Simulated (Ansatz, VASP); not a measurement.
**SnSe2 in two plane-wave programs**

Aim: how closely do two programs agree when they are given the same cell, functional and k mesh? The cell is taken from a series of runs on this material, whose earlier steps may have relaxed, scaled, displaced or heated it; both programs get it as it stands.

Calculated with Ansatz 0.2.0; plane waves, with VASP 6.6.1 beside it; single point at HSE06.

## 1. The starting structure

It takes space group P-3m1 (No. 164, trigonal). The conventional cell has a = 3.811 Å, b = 3.811 Å, c = 6.136 Å, α = 90.00°, β = 90.00°, γ = 120.00°. Nearest to Sn lie 6 Se at 2.72 Å. Nearest to Se lie 3 Sn at 2.72 Å. Farther neighbours and most contacts between anions are not listed.

As a file:

```xyz
3
Lattice="3.8110 0.0000 0.0000 -1.9055 3.3004 0.0000 0.0000 0.0000 6.1360" Properties=species:S:1:pos:R:3 pbc="T T T"
Sn    0.0000    0.0000    0.0000
Se    0.0000    2.2003    1.6042
Se    1.9055    1.1001    4.5318
```

## 2. VASP: single point, HSE06

A single point gives forces, pressure and levels at one fixed geometry, so differences don't come from the geometry; what else differs is listed under the comparison.

Lines of VASP's logs that name or quote its potential files are left out, and so is its time.

The run reads the wave functions of an earlier VASP run, which isn't shown here.

INCAR

```
SYSTEM = SnSe2
PREC = Accurate
ENCUT = 400
EDIFF = 1E-06
NELM = 100
ISMEAR = 0
SIGMA = 0.01
LREAL = .FALSE.
ALGO = Normal
LHFCALC = .TRUE.
AEXX = 0.25
GGA = PE
HFSCREEN = 0.208
LASPH = .TRUE.
NBANDS = 19
PRECFOCK = Fast
LORBIT = 11
LWAVE = .FALSE.
LCHARG = .FALSE.
KPAR = 8
ISIF = 2
```

POSCAR

```
SnSe2
1.0
    3.8110000000      0.0000000000      0.0000000000
   -1.9055000000      3.3004228138      0.0000000000
    0.0000000000      0.0000000000      6.1360000000
Sn Se
1 2
Direct
    0.0000000000      0.0000000000      0.0000000000
    0.3333333333      0.6666666667      0.2614399677
    0.6666666667      0.3333333333      0.7385600323
```

KPOINTS

```
Automatic mesh
0
Gamma
6 6 2
0 0 0
```

PAW data sets: Sn_d and Se (PBE family, release 64).

Run with:

```
mpirun -np 8 vasp_std
```

Numbers of over 12 decimals in the logs are rounded to 6 here.

Log:

```text
[banner, memory and clock lines left out]
running    8 mpi-ranks, on    1 nodes
 distrk:  each k-point on    1 cores,    8 groups
 distr:  one band on    1 cores,    1 groups

 POSCAR found type information on POSCAR SnSe
 POSCAR found :  2 types and       3 ions
|                                                                             |
|           W    W    AA    RRRRR   N    N  II  N    N   GGGG   !!!           |
|           W    W   A  A   R    R  NN   N  II  NN   N  G    G  !!!           |
|           W    W  A    A  R    R  N N  N  II  N N  N  G       !!!           |
|           W WW W  AAAAAA  RRRRR   N  N N  II  N  N N  G  GGG   !            |
|           WW  WW  A    A  R   R   N   NN  II  N   NN  G    G                |
|           W    W  A    A  R    R  N    N  II  N    N   GGGG   !!!           |
|                                                                             |
|     For optimal performance we recommend to set                             |
|       NCORE = 2 up to number-of-cores-per-socket                            |
|     NCORE specifies how many cores store one orbital (NPAR=cpu/NCORE).      |
|     This setting can greatly improve the performance of VASP for DFT.       |
|     The default, NCORE=1 might be grossly inefficient on modern             |
|     multi-core architectures or massively parallel machines. Do your        |
|     Unfortunately you need to use the default for GW and RPA                |
|     calculations (for HF NCORE is supported but not extensively tested      |
|     yet).                                                                   |
|                                                                             |

 LDA part: xc-table for (Slater+PW92), standard interpolation
 found WAVECAR, reading the header
 POSCAR, INCAR and KPOINTS ok, starting setup
 FFT: planning ... GRIDC
 FFT: planning ... GRID_SOFT
 FFT: planning ... GRID
 reading WAVECAR
 the WAVECAR file was read successfully
 initial charge from wavefunction
 entering main loop
       N       E                     dE             d eps       ncg     rms          rms(c)
DAV:   1    -0.145064843405E+02   -0.14506E+02   -0.73019E-01   535   0.710E+00    0.207E+00
DAV:   2    -0.145153406303E+02   -0.88563E-02   -0.44702E-02   573   0.125E+00    0.136E+00
DAV:   3    -0.145136049988E+02    0.17356E-02   -0.42454E-03   758   0.426E-01    0.812E-01
DAV:   4    -0.145131850861E+02    0.41991E-03   -0.67988E-04   598   0.180E-01    0.456E-01
DAV:   5    -0.145130243014E+02    0.16078E-03   -0.10487E-04   586   0.930E-02    0.255E-01
DAV:   6    -0.145129689741E+02    0.55327E-04   -0.47533E-05   573   0.549E-02    0.138E-01
DAV:   7    -0.145129537228E+02    0.15251E-04   -0.14496E-05   591   0.267E-02    0.755E-02
DAV:   8    -0.145129498361E+02    0.38867E-05   -0.29384E-06   550   0.129E-02    0.426E-02
DAV:   9    -0.145129489761E+02    0.86006E-06   -0.76522E-07   290   0.743E-03
   1 F= -.14512949E+02 E0= -.14512949E+02  d E =-.192651E-24
```

OUTCAR, selected parts (step 2):

```text
ion  position               nearest neighbor table
   1  0.000  0.000  0.000-   2 2.72   3 2.72   2 2.72   3 2.72   3 2.72   2 2.72
   2  0.333  0.667  0.261-   1 2.72   1 2.72   1 2.72
   3  0.667  0.333  0.739-   1 2.72   1 2.72   1 2.72

  LATTYP: Found a hexagonal cell.
 ALAT       =     3.8110000000
 C/A-ratio  =     1.6100760955

 Subroutine GETGRP returns: Found 12 space group operations
 (whereof 12 operations were pure point group operations)

The static configuration has the point symmetry D_3d.

 Found     14 irreducible k-points:

   k-points           NKPTS =     14   k-points in BZ     NKDIM =     72   number of bands    NBANDS=     19

   dimension x,y,z NGX =    28 NGY =   28 NGZ =   40
   dimension x,y,z NGXF=    56 NGYF=   56 NGZF=   80

   ENCUT  =  400.0 eV  29.40 Ry    5.42 a.u.   6.21  6.21 10.01*2*pi/ulx,y,z

   NELECT =      26.0000    total number of electrons

 k-points in reciprocal lattice and weights: Automatic mesh
   0.00000000  0.00000000  0.00000000       0.014
   0.16666667 -0.00000000  0.00000000       0.083
   0.33333333  0.00000000  0.00000000       0.083
   0.50000000  0.00000000  0.00000000       0.042
   0.16666667  0.16666667  0.00000000       0.083
   0.33333333  0.16666667  0.00000000       0.167
   0.33333333  0.33333333  0.00000000       0.028
   0.00000000  0.00000000  0.50000000       0.014
   0.16666667 -0.00000000  0.50000000       0.083
[...]
0.33333333  0.16666667  0.50000000       0.167
   0.33333333  0.33333333  0.50000000       0.028

  exchange ACFDT corr.  =         0.00000000  see jH, gK, PRB 81, 115126

 average (electrostatic) potential at core
       1 -96.7824       2 -49.7300       3 -49.7300

 E-fermi :   3.7241

 k-point     1 :       0.0000    0.0000    0.0000
  band No.  band energies     occupation
    ...
      9       3.1099      2.00000
     10       3.1099      2.00000
     11       3.3598      2.00000
     12       3.3598      2.00000
     13       3.5250      2.00000
     14       5.3882      0.00000
     15       7.6457      0.00000
     16       9.2965      0.00000
     17       9.2965      0.00000
     18      12.6981      0.00000
    ...

 k-point     2 :       0.1667   -0.0000    0.0000
  band No.  band energies     occupation
    ...
      9       0.9359      2.00000
     10       2.0628      2.00000
     11       2.2308      2.00000
     12       3.5964      2.00000
     13       3.6539      2.00000
     14       6.6450      0.00000
     15       8.2729      0.00000
     16       9.3538      0.00000
     17       9.6928      0.00000
     18      11.7766      0.00000
    ...

 k-point     3 :       0.3333    0.0000    0.0000
  band No.  band energies     occupation
    ...
      9      -0.6761      2.00000
     10       0.4885      2.00000
     11       1.3404      2.00000
     12       2.9435      2.00000
     13       3.5244      2.00000
     14       5.8740      0.00000
     15       8.4126      0.00000
     16       9.8684      0.00000
     17      10.1156      0.00000
     18      11.0479      0.00000
    ...

  Total        0.0658270      0.0658270     -0.6782205      0.0000000     -0.0000000     -0.0000000
  in kB        1.3665346      1.3665346    -14.0795133      0.0000000     -0.0000000     -0.0000000
  external PRESSURE =      -3.7821480 kB  Pullay stress =       0.0000000 kB

  energy-cutoff  :      400.00
  volume of cell :       77.18
      direct lattice vectors                 reciprocal lattice vectors
     3.811000000  0.000000000  0.000000000     0.262398321  0.151495741  0.000000000
    -1.905500000  3.300422814  0.000000000     0.000000000  0.302991482  0.000000000
     0.000000000  0.000000000  6.136000000     0.000000000  0.000000000  0.162972621

 POSITION                                       TOTAL-FORCE (eV/Angst)
 -----------------------------------------------------------------------------------
      0.00000      0.00000      0.00000        -0.000000     -0.000000      0.000000
     -0.00000      2.20028      1.60420        -0.000000     -0.000000     -0.512859
      1.90550      1.10014      4.53180         0.000000      0.000000      0.512859
 -----------------------------------------------------------------------------------
    total drift:                               -0.000000      0.000000     -0.000001

  FREE ENERGIE OF THE ION-ELECTRON SYSTEM (eV)
  ---------------------------------------------------
  free  energy   TOTEN  =       -14.5129489761 eV

  energy  without entropy=      -14.5129489761  energy(sigma->0) =      -14.51294898

 total charge
# of ion       s       p       d       tot
------------------------------------------
    1        1.044   1.017  10.106  12.167
    2        1.498   2.345   0.028   3.871
    3        1.498   2.345   0.028   3.871
--------------------------------------------------
tot          4.039   5.708  10.161  19.908

[... 3 further parts left out ...]
```

The k-mesh is coarse for exact exchange; levels may shift by about 0.1 eV on a finer one.

[end of part 1 of 2]

[Lines on the potential files, build, host, timing and source positions are cut from VASP's logs without a mark.]

[Logs are printed without paths, hosts, clocks, repeated set-up lines and the standing remarks that a program may print on its own settings, such as how far it seeks lower states.]

[Hosts, paths, dates, database ids (printed as entryN), source tags and the programs' standing remarks are cut or masked in the printed files.]
